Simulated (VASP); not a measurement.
Input:

```
CELL_PARAMETERS angstrom
     -1.49145     1.49145     1.49145
      1.49145    -1.49145     1.49145
      1.49145     1.49145    -1.49145
ATOMIC_POSITIONS crystal
  V  0.00000 0.00000 0.00000
```

The numbers are results of optB88-vdW, VASP's PBE PAW potentials (set 64) (plane waves; VASP), not measurements. Run with 520 eV cut-off, Gaussian smearing of 0.050 eV, potentials V_sv.

### Question
Give the energies of bands 5 to 9 at the high-symmetry points, in eV from the Fermi level.

### Answer

| band | Γ | H | N | P |
|---|---|---|---|---|
| 5 | -6.51 | -3.03 | -3.19 | -1.11 |
| 6 | 0.38 | -3.03 | -1.18 | -1.11 |
| 7 | 0.38 | 3.74 | 1.84 | -1.11 |
| 8 | 0.38 | 3.74 | 2.44 | 2.87 |
| 9 | 2.44 | 3.74 | 2.80 | 2.87 |

It has no gap at this level: it comes out as a metal or semimetal.

The compound is V in the bcc structure. It was relaxed first. The run is not spin-polarised, so no magnetic state was tried.
